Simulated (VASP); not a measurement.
Calculation: PBE GGA, VASP's PBE PAW potentials (set 64) (plane waves; VASP 6.6.1).

Input for VASP

**INCAR**
```
# general
SYSTEM  = GaN
PREC    = Accurate
ENCUT   = 620
LREAL   = .FALSE.
LASPH   = .TRUE.   # aspherical one-centre terms

# electronic loop
EDIFF   = 1E-6   # SCF stop (eV)
NELM    = 100   # most electronic steps
ALGO    = Normal
LMAXMIX = 4   # l cut-off of mixed one-centre charges

# smearing
ISMEAR  = 0   # Gaussian
SIGMA   = 0.05   # width (eV)

# functional
GGA     = PE   # PBE

# ions
IBRION  = 2   # conjugate gradients
NSW     = 40
ISIF    = 3   # ions, shape and volume
EDIFFG  = -0.02
PSTRESS = 100

# output
LWAVE   = .FALSE.
LCHARG  = .FALSE.
```

### KPOINTS
```
Regular mesh
0
gamma
8 8 5
```

**POSCAR**
```
GaN
1
    1.5814663053    -2.7391799524     0.0000000000
    1.5814663053     2.7391799524     0.0000000000
    0.0000000000     0.0000000000     5.1510999025
Ga N
2 2
Direct
  0.6666670000   0.3333330000   0.5000978045
  0.3333330000   0.6666670000   0.0000978045
  0.6666670000   0.3333330000   0.8769021955
  0.3333330000   0.6666670000   0.3769021955
```

POTCAR, in this order: Ga_d N (PBE.64 set). Program: vasp_std.

The resulting files:

File OUTCAR:
```
 ion  position               nearest neighbor table
   1  0.667  0.333  0.500-   4 1.93   4 1.93   4 1.93   3 1.94
   2  0.333  0.667  0.000-   3 1.93   3 1.93   3 1.93   4 1.94
   3  0.667  0.333  0.877-   2 1.93   2 1.93   2 1.93   1 1.94
   4  0.333  0.667  0.377-   1 1.93   1 1.93   1 1.93   2 1.94
  LATTYP: Found a hexagonal cell.
 ALAT       =     3.1629325770
 C/A-ratio  =     1.6285835304
 Subroutine PRICEL returns:
 Original cell was already a primitive cell.
 Subroutine GETGRP returns: Found 12 space group operations
The static configuration has the point symmetry C_3v.
 The point group associated with its full space group is C_6v.
The dynamic configuration has the point symmetry C_3v.
 Subroutine INISYM returns: Found 12 space group operations
 Subroutine IBZKPT returns following result:
 Found     30 irreducible k-points:

 Following reciprocal coordinates:
            Coordinates               Weight
  0.000000  0.000000  0.000000      1.000000
  0.125000 -0.000000  0.000000      6.000000
  0.250000 -0.000000  0.000000      6.000000
  0.375000  0.000000  0.000000      6.000000
  0.500000 -0.000000  0.000000      3.000000
...
```

File OSZICAR:
```
       N       E                     dE             d eps       ncg     rms          rms(c)
DAV:   1     0.298130724015E+03    0.29813E+03   -0.20660E+04  1404   0.342E+03
DAV:   2     0.108929429494E+02   -0.28724E+03   -0.27864E+03  1454   0.578E+02
DAV:   3    -0.266948656526E+02   -0.37588E+02   -0.37308E+02  1542   0.167E+02
DAV:   4    -0.283322781788E+02   -0.16374E+01   -0.16337E+01  1862   0.361E+01
DAV:   5    -0.283540928445E+02   -0.21815E-01   -0.21806E-01  1518   0.396E+00    0.110E+01
DAV:   6    -0.241362603610E+02    0.42178E+01   -0.15239E+01  2366   0.599E+01    0.305E+00
DAV:   7    -0.242806672495E+02   -0.14441E+00   -0.19917E+00  1428   0.126E+01    0.273E+00
DAV:   8    -0.242825146961E+02   -0.18474E-02   -0.31330E-01  2006   0.973E+00    0.918E-01
DAV:   9    -0.242560041969E+02    0.26510E-01   -0.13046E-01  2378   0.643E+00    0.325E-01
DAV:  10    -0.242570621468E+02   -0.10579E-02   -0.75038E-03  1504   0.959E-01    0.134E-01
DAV:  11    -0.242570365677E+02    0.25579E-04   -0.13136E-03  2008   0.749E-01    0.167E-02
DAV:  12    -0.242570512853E+02   -0.14718E-04   -0.15426E-04  1462   0.119E-01    0.123E-02
DAV:  13    -0.242570515318E+02   -0.24648E-06   -0.11510E-05  1836   0.649E-02    0.376E-03
DAV:  14    -0.242570519463E+02   -0.41444E-06   -0.76410E-06  1734   0.220E-02
   1 F= -.21471573E+02 E0= -.21471573E+02  d E =-.214716E+02
```

### OUTCAR
```
------------------------ aborting loop because EDIFF is reached ----------------------------------------
  FORCE on cell =-STRESS in cart. coord.  units (eV):
  Direction    XX          YY          ZZ          XY          YZ          ZX
  --------------------------------------------------------------------------------------
  Total        2.7759399      2.7759399      2.7881485      0.0000000      0.0000000      0.0000000
  in kB       99.6575421     99.6575392    100.0958354      0.0000000      0.0000000      0.0000000
  external PRESSURE =      -0.1963611 kB  Pullay stress =     100.0000000 kB
  volume of cell :       44.63
      direct lattice vectors                 reciprocal lattice vectors
     1.581466305 -2.739179952  0.000000000     0.316162285 -0.182536383  0.000000000
     1.581466305  2.739179952  0.000000000     0.316162285  0.182536383  0.000000000
     0.000000000  0.000000000  5.151099903     0.000000000  0.000000000  0.194133296
  FREE ENERGIE OF THE ION-ELECTRON SYSTEM (eV)
  ---------------------------------------------------
  free  energy   TOTEN  =       -24.2570519463 eV

  energy  without entropy=      -24.2570519463  energy(sigma->0) =      -24.25705195
  enthalpy is  TOTEN    =       -21.4715729126 eV   P V=        2.7854790337

 reached required accuracy - stopping structural energy minimisation
```
(Selected blocks of OUTCAR.)

The compound is GaN in the wurtzite structure. It was relaxed first under an external pressure of 10 GPa.
